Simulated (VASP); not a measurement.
An input for Ansatz (written as the equivalent of a VASP run, and not itself run):

Ansatz 0.2 input:
```yaml
crystal:
  lattice:
    - [2.7322467, 0.0000000, 0.0000000]
    - [0.0000000, 2.7322467, 0.0000000]
    - [0.0000000, 0.0000000, 3.8747737]
  atoms:
    - { symbol: Fe, position: [0.0000000, 0.0000000, 0.0000000], spin: 3.3 }
    - { symbol: Pt, position: [0.5000000, 0.5000000, 0.5000000], spin: 0.3 }
kpoints:
  mp_grid: { grid: [12, 12, 10] }
hamiltonian:
  xc: r2scan
  pseudopotentials: { kind: paw }
magnetization: { spin_polarized: true }
scf:
  occupations: { method: methfessel_paxton, width: 0.1 }
  max_iter: 100
relax:
  max_steps: 30
  f_tol: 0.01
output: { forces: true, stress: true, eigenvalues: true }
```

### Question
Write the VASP files for the same calculation (r2SCAN).

### Answer
Several could match; the one computed here: 
File KPOINTS:
```
Automatic mesh
0
Gamma
12 12 10
0 0 0
```

**POSCAR**
```
FePt
1
    2.7322467276     0.0000000000     0.0000000000
    0.0000000000     2.7322467276     0.0000000000
    0.0000000000     0.0000000000     3.8747737432
Fe Pt
1 1
Direct
  0.0000000000   0.0000000000   0.0000000000
  0.5000000000   0.5000000000   0.5000000000
```

INCAR:
```
# general
SYSTEM  = FePt
PREC    = Accurate
ENCUT   = 480
LREAL   = F
LASPH   = T

# electronic loop
EDIFF   = 1E-7
NELM    = 100
ALGO    = Normal
LMAXMIX = 6
LMIXTAU = T

# smearing
ISMEAR  = 1
SIGMA   = 0.1

# functional
METAGGA = R2SCAN

# spin
ISPIN   = 2
MAGMOM  = 3.3 0.3

# ions
IBRION  = 2
NSW     = 30
ISIF    = 2
EDIFFG  = -0.01

# output
LWAVE   = F
LCHARG  = F
LORBIT  = 10
```

POTCAR, in this order: Fe Pt (PBE.64 set). Program: vasp_std.

Limits of the translation: each code has its own PAW files, so the cut-off isn't converted (ENCUT is set for VASP's; basis.ecutwfc is left out, and Ansatz then takes the one that its files recommend); Ansatz stops its SCF on the density residual and VASP on the energy change (EDIFF).

The compound is FePt in the L1_0 structure. This cell was strained or had an atom moved on purpose.
